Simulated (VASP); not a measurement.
Output of a VASP run:

OSZICAR:
```
       N       E                     dE             d eps       ncg     rms          rms(c)
DAV:   1     0.131674897880E+03    0.13167E+03   -0.11387E+04  5542   0.169E+03
DAV:   2    -0.248100864132E+02   -0.15648E+03   -0.15309E+03  5542   0.322E+02
DAV:   3    -0.319554247003E+02   -0.71453E+01   -0.70225E+01  6741   0.826E+01
DAV:   4    -0.321942140312E+02   -0.23879E+00   -0.23779E+00  7488   0.134E+01
DAV:   5    -0.321995249036E+02   -0.53109E-02   -0.53077E-02  7174   0.183E+00    0.218E+01
DAV:   6    -0.353464474790E+02   -0.31469E+01   -0.82289E+01  7279   0.146E+02    0.197E+01
DAV:   7    -0.289723242446E+02    0.63741E+01   -0.36438E+01  6608   0.102E+02    0.579E+00
DAV:   8    -0.290056068702E+02   -0.33283E-01   -0.17583E+00  5940   0.939E+00    0.199E+00
DAV:   9    -0.289683786353E+02    0.37228E-01   -0.12175E-01  7861   0.564E+00    0.705E-01
DAV:  10    -0.289658727903E+02    0.25058E-02   -0.65606E-03  8340   0.735E-01    0.140E-01
DAV:  11    -0.289657568522E+02    0.11594E-03   -0.79927E-04  8018   0.420E-01    0.624E-02
DAV:  12    -0.289657326371E+02    0.24215E-04   -0.76603E-05  8469   0.111E-01    0.153E-02
DAV:  13    -0.289657322636E+02    0.37352E-06   -0.64386E-06  8662   0.234E-02    0.813E-03
DAV:  14    -0.289657322803E+02   -0.16667E-07   -0.10780E-06  6749   0.101E-02    0.330E-03
DAV:  15    -0.289657323986E+02   -0.11830E-06   -0.83270E-08  3089   0.350E-03    0.943E-04
DAV:  16    -0.289657324155E+02   -0.16967E-07   -0.11959E-08  2991   0.133E-03
   1 F= -.26442172E+02 E0= -.26442710E+02  d E =-.264422E+02
```

### OUTCAR
```
------------------------ aborting loop because EDIFF is reached ----------------------------------------
  FORCE on cell =-STRESS in cart. coord.  units (eV):
  Direction    XX          YY          ZZ          XY          YZ          ZX
  --------------------------------------------------------------------------------------
  Total        2.5395804      2.5395804      2.5344568      0.0000000      0.0000000      0.0000000
  in kB      100.6348166    100.6348166    100.4317855      0.0000000      0.0000000      0.0000000
  external PRESSURE =       0.5671396 kB  Pullay stress =     100.0000000 kB
  volume of cell :       40.43
      direct lattice vectors                 reciprocal lattice vectors
    -1.643659197  1.643659197  3.741456952     0.000000000  0.304199314  0.133637780
     1.643659197 -1.643659197  3.741456952     0.304199314  0.000000000  0.133637780
     1.643659197  1.643659197 -3.741456952     0.304199314  0.304199314  0.000000000
 POSITION                                       TOTAL-FORCE (eV/Angst)
 -----------------------------------------------------------------------------------
      0.00000      0.00000      5.29846         0.000000      0.000000     -0.002860
      1.64366      0.00000      3.42774         0.000000      0.000000     -0.002860
      0.00000      0.00000      1.55588        -0.000000     -0.000000      0.002860
      0.00000      1.64366      3.42661         0.000000      0.000000      0.002860
 -----------------------------------------------------------------------------------
    total drift:                                0.000001      0.000001     -0.000137
  FREE ENERGIE OF THE ION-ELECTRON SYSTEM (eV)
  ---------------------------------------------------
  free  energy   TOTEN  =       -28.9657324155 eV

  energy  without entropy=      -28.9673462786  energy(sigma->0) =      -28.96627037
  enthalpy is  TOTEN    =       -26.4421719792 eV   P V=        2.5235604363

 reached required accuracy - stopping structural energy minimisation
```
(Selected blocks of OUTCAR.)

POSCAR:
```
CoSi
1
   -1.6436591971     1.6436591971     3.7414569522
    1.6436591971    -1.6436591971     3.7414569522
    1.6436591971     1.6436591971    -3.7414569522
Co Si
2 2
Direct
  0.7080750371   0.7080750371   0.0000000000
  0.4580750371   0.9580750371   0.5000000000
  0.2079249629   0.2079249629   0.0000000000
  0.9579249629   0.4579249629   0.5000000000
```

Q: Write an INCAR and KPOINTS that could have produced this output.

A: This is not unique; one that fits is the input of the run itself, PBEsol GGA, plane waves, VASP's PBE PAW potentials (set 64).

**INCAR**
```
SYSTEM  =  CoSi
PREC  =  Accurate; ENCUT  =  480; LREAL  =  .False.
LASPH  =  .True.
EDIFF  =  1E-7; NELM  =  100; ALGO  =  Normal
LMAXMIX  =  4
ISMEAR  =  1; SIGMA  =  0.1
GGA  =  PS
IBRION  =  2; NSW  =  40; ISIF  =  3
EDIFFG  =  -0.01; PSTRESS  =  100
LWAVE  =  .False.; LCHARG  =  .False.
```

### KPOINTS
```
Automatic mesh
0
Gamma
12 12 12
0 0 0
```

POTCAR, in this order: Co Si (PBE.64 set). Program: vasp_std.

The structure was generated: CoSi was put into the NbAs type (I4_1md), which need not be its known phase. It was relaxed first under an external pressure of 10 GPa. The run is not spin-polarised, so no magnetic state was tried.
